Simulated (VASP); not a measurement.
Output of a VASP run:

### OSZICAR
```
       N       E                     dE             d eps       ncg     rms          rms(c)
DAV:   1     0.862341501768E+02    0.86234E+02   -0.11891E+04  2640   0.267E+03
DAV:   2    -0.295008749842E+02   -0.11574E+03   -0.11271E+03  2534   0.339E+02
DAV:   3    -0.327205852138E+02   -0.32197E+01   -0.32118E+01  2954   0.765E+01
DAV:   4    -0.327458703276E+02   -0.25285E-01   -0.25281E-01  3017   0.601E+00
DAV:   5    -0.327462022594E+02   -0.33193E-03   -0.33193E-03  3200   0.715E-01    0.107E+01
DAV:   6    -0.297964156820E+02    0.29498E+01   -0.23567E+01  2608   0.136E+02    0.683E+00
DAV:   7    -0.287489560358E+02    0.10475E+01   -0.46475E+00  2711   0.112E+02    0.286E+00
DAV:   8    -0.287942234401E+02   -0.45267E-01   -0.39236E-01  3890   0.132E+01    0.191E+00
DAV:   9    -0.287801441486E+02    0.14079E-01   -0.74725E-02  3599   0.717E+00    0.215E-01
DAV:  10    -0.287861750342E+02   -0.60309E-02   -0.17209E-02  3659   0.263E+00    0.127E-01
DAV:  11    -0.287853354330E+02    0.83960E-03   -0.60881E-03  3310   0.161E+00    0.586E-02
DAV:  12    -0.287871080380E+02   -0.17726E-02   -0.25511E-03  2806   0.838E-01    0.512E-02
DAV:  13    -0.287870872922E+02    0.20746E-04   -0.17145E-04  3440   0.262E-01    0.327E-02
DAV:  14    -0.287869942233E+02    0.93069E-04   -0.15774E-04  3260   0.358E-01    0.106E-02
DAV:  15    -0.287869917239E+02    0.24994E-05   -0.90235E-06  3493   0.721E-02    0.602E-03
DAV:  16    -0.287869989405E+02   -0.72165E-05   -0.25956E-06  3498   0.320E-02    0.241E-03
DAV:  17    -0.287870025259E+02   -0.35855E-05   -0.17228E-07  2055   0.125E-02    0.720E-04
DAV:  18    -0.287870042801E+02   -0.17542E-05   -0.12177E-07  1387   0.782E-03    0.394E-04
DAV:  19    -0.287870031781E+02    0.11020E-05   -0.52298E-08  1267   0.604E-03    0.118E-04
DAV:  20    -0.287870034818E+02   -0.30367E-06   -0.10205E-08  1260   0.166E-03    0.687E-05
DAV:  21    -0.287870035111E+02   -0.29346E-07   -0.36859E-09  1260   0.157E-03
   1 F= -.28787004E+02 E0= -.28787067E+02  d E =0.191949E-03
```

OUTCAR:
```
------------------------ aborting loop because EDIFF is reached ----------------------------------------
  FORCE on cell =-STRESS in cart. coord.  units (eV):
  Direction    XX          YY          ZZ          XY          YZ          ZX
  --------------------------------------------------------------------------------------
  Total        1.2917580      1.2917580      1.2917580      0.0000000     -0.0000000      0.0000000
  in kB       89.5810305     89.5810305     89.5810305      0.0000000     -0.0000000      0.0000000
  external PRESSURE =      89.5810305 kB  Pullay stress =       0.0000000 kB
  volume of cell :       23.10
      direct lattice vectors                 reciprocal lattice vectors
     2.848121859  0.000000000  0.000000000     0.351108572  0.000000000  0.000000000
     0.000000000  2.848121859  0.000000000     0.000000000  0.351108572  0.000000000
     0.000000000  0.000000000  2.848121859     0.000000000  0.000000000  0.351108572
 POSITION                                       TOTAL-FORCE (eV/Angst)
 -----------------------------------------------------------------------------------
      1.42406      1.42406      1.42406         0.000000      0.000000      0.000000
      0.00000      0.00000      0.00000         0.000000      0.000000      0.000000
 -----------------------------------------------------------------------------------
    total drift:                                0.000000      0.000000     -0.000000
  FREE ENERGIE OF THE ION-ELECTRON SYSTEM (eV)
  ---------------------------------------------------
  free  energy   TOTEN  =       -28.7870035111 eV

  energy  without entropy=      -28.7871954600  energy(sigma->0) =      -28.78706749
```
(Selected blocks of OUTCAR.)

File POSCAR:
```
CuZn
1
    2.8481218595     0.0000000000     0.0000000000
    0.0000000000     2.8481218595     0.0000000000
    0.0000000000     0.0000000000     2.8481218595
Zn Cu
1 1
Direct
  0.5000000000   0.5000000000   0.5000000000
  0.0000000000   0.0000000000   0.0000000000
```

Problem. Reconstruct the remaining input files.

Solution. One answer among several that fit: the input of the run itself, SCAN meta-GGA, plane waves, VASP's PBE PAW potentials (set 64).

**KPOINTS**
```
Automatic mesh
0
G
  13 13 13
0 0 0
```

INCAR:
```
! general
SYSTEM =CuZn
PREC   =Accurate
ENCUT  =520   ! plane-wave cut-off (eV)
LREAL  =.FALSE.   ! projection in real space or not
LASPH  =.TRUE.

! electronic loop
EDIFF  =1E-7   ! SCF stop (eV)
NELM   =100
ALGO   =Normal   ! blocked Davidson
LMAXMIX=4   ! l cut-off of mixed one-centre charges
LMIXTAU=.TRUE.

! smearing
ISMEAR =1   ! Methfessel-Paxton
SIGMA  =0.1   ! width (eV)

! functional
METAGGA=SCAN

! ions
ISIF   =2   ! forces and stress, cell fixed

! output
LWAVE  =.FALSE.
LCHARG =.FALSE.
```

POTCAR, in this order: Zn Cu (PBE.64 set). Program: vasp_std.

The compound is CuZn in the CsCl type structure. This cell is one point of a volume scan, at 0.94 of the reference volume. The electron count is odd and the run is not spin-polarised, which forces a metal.
